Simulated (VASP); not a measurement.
Data:

```yaml
crystal:
  lattice:
    - [2.09388, -3.62671, 0.00000]
    - [2.09388, 3.62671, 0.00000]
    - [0.00000, 0.00000, 6.79563]
  atoms:
    - { symbol: Cd, position: [0.66667, 0.33333, 0.49994] }
    - { symbol: Cd, position: [0.33333, 0.66667, 0.99994] }
    - { symbol: S, position: [0.66667, 0.33333, 0.87706] }
    - { symbol: S, position: [0.33333, 0.66667, 0.37706] }
```

All values below come from revTPSS meta-GGA, VASP's PBE PAW potentials (set 64) (plane waves; VASP 6.6.1). Numerical set-up: 520 eV cut-off, 6×6×3 Γ-centred mesh, Gaussian smearing of 0.050 eV, potentials Cd S.

Problem. What does the run give for the energy per atom (σ→0), band gap (on the k-mesh) with the smallest direct gap where there is one?

Solution. 
band gap (on the k-mesh): 1.29 eV
smallest direct gap (on the k-mesh): 1.29 eV
energy per atom (σ→0): 4.687 eV/atom

Only differences to runs with the same potentials and settings are physical.

The compound is CdS in the wurtzite structure. It was relaxed first. The start is the result of an earlier pass.
